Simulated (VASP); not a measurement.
Input:

```
CuZn
1.0
    2.88411     0.00000     0.00000
    0.00000     2.88411     0.00000
    0.00000     0.00000     2.88411
Zn Cu
1 1
Direct
  0.50000   0.50000   0.50000
  0.00000   0.00000   0.00000
```

Computed with rev-vdW-DF2, VASP's PBE PAW potentials (set 64) (plane waves; VASP 6.6.1). Settings: 520 eV cut-off, 12×12×12 Γ-centred mesh, first-order Methfessel-Paxton smearing of 0.10 eV, potentials Zn Cu.

Q: Give the stress tensor in GPa (positive for a compressed cell).

A: 
```
9.09  0.00  0.00
0.00  9.09  0.00
0.00  0.00  9.09
```
The pressure is its mean diagonal, 9.09 GPa.

The compound is CuZn in the CsCl type structure. This cell is one point of a volume scan, at 0.94 of the reference volume. The electron count is odd and the run is not spin-polarised, which forces a metal.
